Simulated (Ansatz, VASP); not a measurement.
# RhPb: VASP beside Ansatz

Wanted: the spread between two codes on one cell, functional and k mesh. The cell is taken from a series of runs on this material, whose earlier steps may have relaxed, scaled, displaced or heated it; both programs get it as it stands.

Method: plane waves, with VASP 6.6.1 beside it; zone-centre phonons at PBEsol, in Ansatz 0.2.0.

## 1. Starting point

Symmetry: P-62m, No. 189, hexagonal system. The conventional cell has a = 5.682 Å, b = 5.682 Å, c = 4.425 Å, α = 90.00°, β = 90.00°, γ = 120.00°. Rh has 5 Pb at 2.68 to 2.76 Å and 4 Rh at 2.85 Å nearest. Nearest to Pb lie 6 Rh at 2.76 Å. Nearest to Pb lie 3 Rh at 2.68 Å. Farther neighbours are not listed.

## 2. VASP: zone-centre phonons, PBEsol

Second derivatives magnify differences that forces hide, and they need a tight electronic threshold.

Lines of VASP's logs that name or quote its potential files are left out, and so is its time.

INCAR

```
SYSTEM = RhPb
PREC = Accurate
ENCUT = 500
EDIFF = 1E-08
NELM = 120
ISMEAR = 1
SIGMA = 0.15
LREAL = .FALSE.
ALGO = Normal
GGA = PS
NBANDS = 53
LASPH = .TRUE.
LORBIT = 11
LWAVE = .FALSE.
LCHARG = .FALSE.
ISIF = 2
IBRION = 8
GGA_COMPAT = .FALSE.
KPAR = 2
```

POSCAR

```
RhPb
1.0
    5.6823458266      0.0000000000      0.0000000000
   -2.8411729133      4.9210558390      0.0000000000
    0.0000000000      0.0000000000      4.4246509002
Rh Pb
3 3
Direct
    0.5284381321      0.0000000000      0.0000000000
    0.4715618679      0.4715618679      0.0000000000
    0.0000000000      0.5284381321      0.0000000000
    0.3333333333      0.6666666667      0.5000000000
    0.6666666667      0.3333333333      0.5000000000
    0.0000000000      0.0000000000      0.0000000000
```

KPOINTS

```
Automatic mesh
0
Gamma
6 6 8
0 0 0
```

The projector-augmented-wave data sets are Rh_pv and Pb_d (PBE family, release 64).

Run with:

```sh
$ mpirun -np 2 vasp_std
```

Numbers of over 12 decimals in the logs are rounded to 6 here.

Log:

```text
[banner, memory and clock lines left out]
running    2 mpi-ranks, on    1 nodes
 distrk:  each k-point on    1 cores,    2 groups
 distr:  one band on    1 cores,    1 groups

 POSCAR found type information on POSCAR RhPb
 POSCAR found :  2 types and       6 ions
|                                                                             |
|               ----> ADVICE to this user running VASP <----                  |
|                                                                             |
|     You enforced a specific xc type in the INCAR file but a different       |
|     [... a line on the potential file left out ...]
|     I HOPE YOU KNOW WHAT YOU ARE DOING!                                     |
|                                                                             |

 LDA part: xc-table for (Slater+PW92), standard interpolation
 POSCAR, INCAR and KPOINTS ok, starting setup
 FFT: planning ... GRIDC
 FFT: planning ... GRID_SOFT
 FFT: planning ... GRID
 WAVECAR not read
 entering main loop
       N       E                     dE             d eps       ncg     rms          rms(c)
DAV:   1     0.123489876271E+04    0.12349E+04   -0.45138E+04  3806   0.202E+03
DAV:   2     0.947610973084E+02   -0.11401E+04   -0.11101E+04  3786   0.618E+02
DAV:   3    -0.312004004605E+02   -0.12596E+03   -0.11938E+03  4088   0.226E+02
DAV:   4    -0.379253213017E+02   -0.67249E+01   -0.66252E+01  4667   0.525E+01
DAV:   5    -0.381501121524E+02   -0.22479E+00   -0.22465E+00  5105   0.945E+00    0.122E+01
DAV:   6    -0.371637561991E+02    0.98636E+00   -0.14191E+00  4323   0.930E+00    0.557E+00
DAV:   7    -0.368994647809E+02    0.26429E+00   -0.76053E-01  4676   0.593E+00    0.173E+00
DAV:   8    -0.368783677912E+02    0.21097E-01   -0.16750E-01  4256   0.299E+00    0.483E-01
DAV:   9    -0.368752175416E+02    0.31502E-02   -0.20676E-02  4451   0.143E+00    0.102E-01
DAV:  10    -0.368752554807E+02   -0.37939E-04   -0.20133E-03  4845   0.499E-01    0.526E-02
DAV:  11    -0.368752918532E+02   -0.36372E-04   -0.24192E-04  4624   0.112E-01    0.118E-02
DAV:  12    -0.368752948671E+02   -0.30140E-05   -0.21569E-05  4899   0.439E-02    0.793E-03
DAV:  13    -0.368752947735E+02    0.93674E-07   -0.30684E-06  4076   0.108E-02    0.164E-03
DAV:  14    -0.368752943118E+02    0.46167E-06   -0.30215E-07  4417   0.439E-03    0.538E-04
DAV:  15    -0.368752943863E+02   -0.74451E-07   -0.24254E-08  3043   0.118E-03    0.184E-04
DAV:  16    -0.368752944397E+02   -0.53464E-07   -0.66802E-09  2175   0.820E-04    0.504E-05
DAV:  17    -0.368752944383E+02    0.14152E-08   -0.17650E-09  2130   0.448E-04
   1 F= -.36875294E+02 E0= -.36875833E+02  d E =0.161636E-02
 Linear response reoptimize wavefunctions to high precision
DAV:   1    -0.368752944388E+02   -0.52751E-09   -0.68037E-10  2135   0.222E-04
DAV:   2    -0.368752944389E+02   -0.10368E-09   -0.29483E-10  2130   0.167E-04
DAV:   3    -0.368752944390E+02   -0.30923E-10   -0.15465E-10  2075   0.106E-04
 Linear response DOF=           7
 Linear response progress:
  Degree of freedom:   1/  7
       N       E                     dE             d eps       ncg     rms          rms(c)
RMM:   1    -0.399513063879E+00   -0.39951E+00    0.27140E+01  7556   0.410E+01
RMM:   2    -0.538618884434E+00   -0.13911E+00   -0.22311E-01 11597   0.215E+00    0.142E-01
RMM:   3    -0.538208230971E+00    0.41065E-03   -0.31539E-02 12048   0.881E-01    0.817E-02
RMM:   4    -0.538235913359E+00   -0.27682E-04   -0.32568E-03 12315   0.258E-01    0.563E-02
RMM:   5    -0.538305334786E+00   -0.69421E-04   -0.76858E-04 12931   0.120E-01    0.436E-02
RMM:   6    -0.538471471803E+00   -0.16614E-03   -0.12663E-04 12460   0.483E-02    0.137E-02
RMM:   7    -0.538519703509E+00   -0.48232E-04   -0.27003E-05 13476   0.223E-02    0.625E-03
RMM:   8    -0.538533303534E+00   -0.13600E-04   -0.66509E-06 13748   0.983E-03    0.175E-03
RMM:   9    -0.538508392158E+00    0.24911E-04   -0.23568E-06 13142   0.546E-03    0.666E-04
RMM:  10    -0.538508910933E+00   -0.51877E-06   -0.62441E-07 13276   0.265E-03    0.256E-04
RMM:  11    -0.538507912854E+00    0.99808E-06   -0.13252E-07 14129   0.124E-03    0.112E-04
RMM:  12    -0.538509197916E+00   -0.12851E-05   -0.30637E-07 13819   0.722E-04    0.441E-05
RMM:  13    -0.538509271315E+00   -0.73399E-07   -0.13393E-07 14596   0.468E-04    0.137E-05
RMM:  14    -0.538509451568E+00   -0.18025E-06   -0.30167E-07 13861   0.349E-04    0.935E-06
RMM:  15    -0.538509648552E+00   -0.19698E-06   -0.77550E-08 14285   0.286E-04    0.422E-06
RMM:  16    -0.538509657762E+00   -0.92106E-08   -0.10237E-08 14061   0.245E-04    0.424E-06
 first order change of Fermi-energy   0.30116E-01
 force on displaced ion       1 direction 1 :  -7.873  -0.000   0.000
 Linear response progress:
  Degree of freedom:   2/  7
[...]
RMM:  17    -0.543916534598E+00   -0.67011E-07   -0.60636E-07 22733   0.220E-04    0.185E-06
RMM:  18    -0.543916544443E+00   -0.98453E-08   -0.32404E-07 20583   0.203E-04    0.193E-06
RMM:  19    -0.543916586740E+00   -0.42297E-07   -0.64225E-07 18859   0.191E-04    0.122E-06
RMM:  20    -0.543916612320E+00   -0.25580E-07   -0.40511E-07 18821   0.183E-04    0.648E-07
RMM:  21    -0.543916608798E+00    0.35220E-08   -0.60835E-07 16193   0.176E-04    0.115E-06
[...]
RMM:  19    -0.530749763142E+00   -0.11841E-08   -0.11297E-07 15129   0.197E-04    0.176E-06
RMM:  20    -0.530749763178E+00   -0.35804E-10   -0.24387E-08 12516   0.188E-04    0.242E-06
 first order change of Fermi-energy  -0.98055E-04
 force on displaced ion       1 direction 3 :   0.001   0.000  -5.763
 Linear response progress:
  Degree of freedom:   4/  7
       N       E                     dE             d eps       ncg     rms          rms(c)
RMM:   1    -0.337686792119E+00   -0.33769E+00   -0.12714E-02 14043   0.411E+00
RMM:   2    -0.339295195981E+00   -0.16084E-02   -0.27236E-02 16636   0.792E-01    0.958E-02
RMM:   3    -0.339581097157E+00   -0.28590E-03   -0.33554E-03 19001   0.283E-01    0.601E-02
RMM:   4    -0.339536572812E+00    0.44524E-04   -0.43619E-04 17599   0.119E-01    0.465E-02
RMM:   5    -0.339388097438E+00    0.14848E-03   -0.10037E-04 18970   0.506E-02    0.870E-03
RMM:   6    -0.339371804880E+00    0.16293E-04   -0.32330E-05 20110   0.198E-02    0.212E-03
RMM:   7    -0.339377376638E+00   -0.55718E-05    0.32308E-07 19477   0.704E-03    0.672E-04
RMM:   8    -0.339376863446E+00    0.51319E-06   -0.41725E-06 18687   0.334E-03    0.591E-04
RMM:   9    -0.339375656018E+00    0.12074E-05   -0.23515E-06 19386   0.172E-03    0.350E-04
RMM:  10    -0.339374682468E+00    0.97355E-06   -0.10720E-06 20181   0.929E-04    0.838E-05
RMM:  11    -0.339374636043E+00    0.46425E-07   -0.74668E-07 19778   0.532E-04    0.410E-05
RMM:  12    -0.339374760715E+00   -0.12467E-06    0.14847E-08 21003   0.320E-04    0.252E-05
RMM:  13    -0.339374780883E+00   -0.20167E-07    0.15446E-07 21126   0.208E-04    0.989E-06
RMM:  14    -0.339374777353E+00    0.35295E-08   -0.12931E-07 20859   0.152E-04    0.474E-06
RMM:  15    -0.339374782245E+00   -0.48918E-08   -0.16832E-07 21004   0.122E-04    0.144E-06
RMM:  16    -0.339374772873E+00    0.93720E-08   -0.60461E-08 17635   0.106E-04    0.986E-07
 first order change of Fermi-energy  -0.55263E-04
 force on displaced ion       4 direction 1 :  -6.781  -0.003   0.000
 Linear response progress:
  Degree of freedom:   5/  7
       N       E                     dE             d eps       ncg     rms          rms(c)
RMM:   1    -0.337689801514E+00   -0.33769E+00   -0.45142E-02  8100   0.461E+00
RMM:   2    -0.335810638592E+00    0.18792E-02   -0.40695E-02  9241   0.988E-01    0.899E-02
RMM:   3    -0.335885730089E+00   -0.75091E-04   -0.47689E-03 10826   0.323E-01    0.484E-02
RMM:   4    -0.335616018537E+00    0.26971E-03   -0.68389E-04 11239   0.136E-01    0.111E-02
RMM:   5    -0.335600916218E+00    0.15102E-04   -0.11324E-04 11277   0.464E-02    0.432E-03
RMM:   6    -0.335597257000E+00    0.36592E-05   -0.14166E-05 11445   0.218E-02    0.111E-03
RMM:   7    -0.335599148022E+00   -0.18910E-05   -0.10731E-05 11048   0.848E-03    0.695E-04
RMM:   8    -0.335598591317E+00    0.55671E-06   -0.30965E-07 11108   0.416E-03    0.345E-04
RMM:   9    -0.335598603952E+00   -0.12635E-07   -0.10329E-06 11494   0.209E-03    0.162E-04
RMM:  10    -0.335598617604E+00   -0.13652E-07   -0.46169E-07 11338   0.110E-03    0.359E-05
RMM:  11    -0.335598630508E+00   -0.12904E-07   -0.23038E-08 12277   0.594E-04    0.175E-05
RMM:  12    -0.335598614836E+00    0.15672E-07   -0.18473E-07 11726   0.349E-04    0.443E-06
RMM:  13    -0.335598564406E+00    0.50430E-07   -0.28017E-08 11842   0.223E-04    0.750E-06
RMM:  14    -0.335598524376E+00    0.40031E-07   -0.64846E-08 12003   0.160E-04    0.513E-06
RMM:  15    -0.335598540816E+00   -0.16440E-07   -0.52631E-08 11809   0.127E-04    0.548E-06
RMM:  16    -0.335598536860E+00    0.39563E-08   -0.13016E-08 10400   0.108E-04    0.600E-06
 first order change of Fermi-energy   0.25184E-03
 force on displaced ion       4 direction 3 :   0.000   0.000 -13.333
 Linear response progress:
  Degree of freedom:   6/  7
       N       E                     dE             d eps       ncg     rms          rms(c)
RMM:   1    -0.342180642328E+00   -0.34218E+00   -0.85315E-02  9275   0.405E+00
RMM:   2    -0.341296129829E+00    0.88451E-03   -0.34761E-02 10120   0.877E-01    0.818E-02
RMM:   3    -0.341348592072E+00   -0.52462E-04   -0.43462E-03 11529   0.291E-01    0.452E-02
RMM:   4    -0.341065143305E+00    0.28345E-03   -0.64625E-04 12070   0.130E-01    0.374E-02
RMM:   5    -0.340951731315E+00    0.11341E-03   -0.14195E-04 11021   0.559E-02    0.758E-03
RMM:   6    -0.340940680614E+00    0.11051E-04   -0.32194E-05 12939   0.238E-02    0.355E-03
RMM:   7    -0.340941201727E+00   -0.52111E-06   -0.10619E-05 12133   0.992E-03    0.912E-04
RMM:   8    -0.340938792656E+00    0.24091E-05    0.26234E-06 12422   0.453E-03    0.499E-04
RMM:   9    -0.340937565036E+00    0.12276E-05    0.67648E-07 12516   0.219E-03    0.285E-04
RMM:  10    -0.340937970306E+00   -0.40527E-06    0.70112E-08 12777   0.113E-03    0.698E-05
RMM:  11    -0.340937775176E+00    0.19513E-06    0.37119E-07 13058   0.598E-04    0.306E-05
RMM:  12    -0.340937785209E+00   -0.10033E-07    0.63897E-08 13010   0.353E-04    0.901E-06
RMM:  13    -0.340937769495E+00    0.15714E-07    0.10983E-07 12937   0.229E-04    0.597E-06
RMM:  14    -0.340937775118E+00   -0.56230E-08   -0.21824E-08 13549   0.169E-04    0.257E-06
 first order change of Fermi-energy  -0.34548E-04
 force on displaced ion       6 direction 1 :  -8.696   0.000   0.000
 Linear response progress:
  Degree of freedom:   7/  7
       N       E                     dE             d eps       ncg     rms          rms(c)
RMM:   1    -0.330867905586E+00   -0.33087E+00   -0.65718E-02  6523   0.325E+00
RMM:   2    -0.333608363757E+00   -0.27405E-02   -0.15416E-02  7594   0.564E-01    0.353E-02
RMM:   3    -0.333914386975E+00   -0.30602E-03   -0.18266E-03  8178   0.183E-01    0.191E-02
RMM:   4    -0.333845883498E+00    0.68503E-04   -0.16966E-04  8220   0.706E-02    0.978E-03
RMM:   5    -0.333810696745E+00    0.35187E-04   -0.35883E-05  8248   0.275E-02    0.255E-03
RMM:   6    -0.333791422585E+00    0.19274E-04   -0.57711E-06  8312   0.110E-02    0.985E-04
RMM:   7    -0.333785596073E+00    0.58265E-05   -0.75112E-07  8098   0.369E-03    0.221E-04
RMM:   8    -0.333786890328E+00   -0.12943E-05   -0.24697E-07  8352   0.169E-03    0.100E-04
RMM:   9    -0.333787081206E+00   -0.19088E-06   -0.99251E-08  8317   0.759E-04    0.402E-05
RMM:  10    -0.333787072162E+00    0.90444E-08   -0.54872E-08  8146   0.405E-04    0.158E-05
 first order change of Fermi-energy   0.66268E-04
 force on displaced ion       6 direction 3 :  -0.000  -0.000  -2.092
 Linear response finished
```

[end of part 1 of 3]

[Lines on the potential files, build, host, timing and source positions are cut from VASP's logs without a mark.]

[Logs are printed without paths, hosts, clocks, repeated set-up lines and the standing remarks that a program may print on its own settings, such as how far it seeks lower states.]

[Hosts, paths, dates, database ids (printed as entryN), source tags and the programs' standing remarks are cut or masked in the printed files.]
